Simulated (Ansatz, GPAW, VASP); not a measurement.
BiTe: programs and potentials compared

```
Bi Te
1.0
     0.00000    3.23500    3.23500
     3.23500    0.00000    3.23500
     3.23500    3.23500    0.00000
Bi Te
1 1
Direct
  0.00000 0.00000 0.00000
  0.50000 0.50000 0.50000
```

Alike in all runs: task single point; functional RPBE; k mesh 7 × 7 × 7; occupations gaussian, width 0.1 eV; no spin polarisation; no spin-orbit coupling. Pressure is positive in compression and, in plane waves, holds the error of the finite cutoff.

```
                                                    program and potentials  plane-wave cutoff (eV)                    notes  pressure (GPa)
                                      VASP, PBE PAW files Bi_d, Te, 520 eV                     520  potentials made for PBE            2.18
                            Ansatz, all-electron LAPW, scalar-relativistic                       -                        -            2.25
GPAW, the program's PAW data sets (release 1.2.1) made for this functional                     600                        -            2.03
```

The pressure spans 2.03 (GPAW, the program's PAW data sets (release 1.2.1) made for this functional) to 2.25 GPa (Ansatz, all-electron LAPW, scalar-relativistic), with all-electron results at 2.25.

The functional is the same throughout but for its coding, so the spread measures potentials, basis and numerics; runs on potential files found faulty are left out.
